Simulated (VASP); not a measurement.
Here is the system:

```xyz
4
Lattice="3.0775 0.0000 0.0000 -1.5387 2.6652 0.0000 0.0000 0.0000 5.0506" Properties=species:S:1:pos:R:3 pbc="T T T"
Si     0.0000     1.7768     2.5232
Si     1.5387     0.8884     5.0485
C      0.0000     1.7768     4.4214
C      1.5387     0.8884     1.8961
```

These are PBEsol GGA, VASP's PBE PAW potentials (set 64) (plane waves; VASP) values and carry that method's errors. Numerical set-up: 520 eV cut-off, 8×8×4 Γ-centred mesh, Gaussian smearing of 0.050 eV, potentials Si C.

Question: What does the run give for the energy per atom (σ→0)?

Answer: 
```yaml
energy per atom (σ→0): -7.955 eV/atom
```

Total energies compare only between runs with the same potentials, cut-off and functional.

The structure comes from a computed database's SiC entry (P6_3mc); how it stands against other phases isn't given here. It was relaxed first. The start is the result of an earlier pass.
